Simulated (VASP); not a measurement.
Input of a VASP 6.6.1 run:

POSCAR

```
SiC
1.0
    3.0620063464      0.0000000000      0.0000000000
   -1.5310031732      2.6517752826      0.0000000000
    0.0000000000     -0.0000000000      7.5015133548
  Si              C
     3     3
Direct
     0.0000000000000000    0.0000000000000000    0.0000053699081260
     0.3333333332999970    0.6666666667000030    0.3333387032081228
     0.6666666667000030    0.3333333332999970    0.6666720366081287
     0.0000000000000000    0.0000000000000000    0.2499946300918742
     0.3333333332999970    0.6666666667000030    0.5833279633918713
     0.6666666667000030    0.3333333332999970    0.9166612967918772
```

File INCAR.step1:

```
  PREC = Accurate
  ENCUT = 600
  EDIFF = 1E-8
  ISMEAR = -1
  SIGMA = 0.05
  LREAL = F
  LASPH = T
  NELM = 60
  ALGO = Normal
  ISIF = 3
  LWAVE = F
  LCHARG = F
  GGA = CA
  KPAR = 4
  IBRION = 2
  NSW = 40
  EDIFFG = -0.002
```

Contents of INCAR.step2:

```
  PREC = Accurate
  ENCUT = 600
  EDIFF = 1E-8
  ISMEAR = -1
  SIGMA = 0.05
  LREAL = F
  LASPH = T
  NELM = 60
  ALGO = Normal
  ISIF = 2
  LWAVE = F
  LCHARG = F
  GGA = CA
  KPAR = 4
  IBRION = 8
  NSW = 1
  LEPSILON = T
```

Contents of KPOINTS:

```
regular mesh
0
Gamma
  10 10 4
```

Potentials or basis: VASP PAW LDA potentials, release 64 (Si, C).

The run is started by

```bash
$ cat potpaw_LDA.64/Si/POTCAR potpaw_LDA.64/C/POTCAR > POTCAR
$ cp INCAR.step1 INCAR
$ mpirun -np 4 vasp_std > vasp.out
$ cp CONTCAR POSCAR
$ cp INCAR.step2 INCAR
$ mpirun -np 4 vasp_std > vasp.out
```

Problem. What does it give for the electronic dielectric tensor (diagonal)?

Solution. 6.96, 6.96, 6.93.

Problem. Estimate the Born charges (mean of the diagonal).

Solution. Si +2.71; C -2.71 e.

Problem. What does it give for the highest phonon frequency at Γ, LO-TO splitting left out?

Solution. 890 cm⁻¹.

Electronic dielectric tensor:
```
6.96 0.00 0.00
0.00 6.96 0.00
0.00 0.00 6.93
```

**Measured values to compare with.**

From “Infrared properties of SiC particles”, 1999, arxiv:astro-ph/9903031, for a bulk crystal of SiC: high-frequency dielectric constant 6.49.

Against the measured high-frequency dielectric constant of SiC, 6.49 (quoted in “Infrared properties of SiC particles”, 1999, arxiv:astro-ph/9903031), the calculated 6.95 is off by +7.1 %.
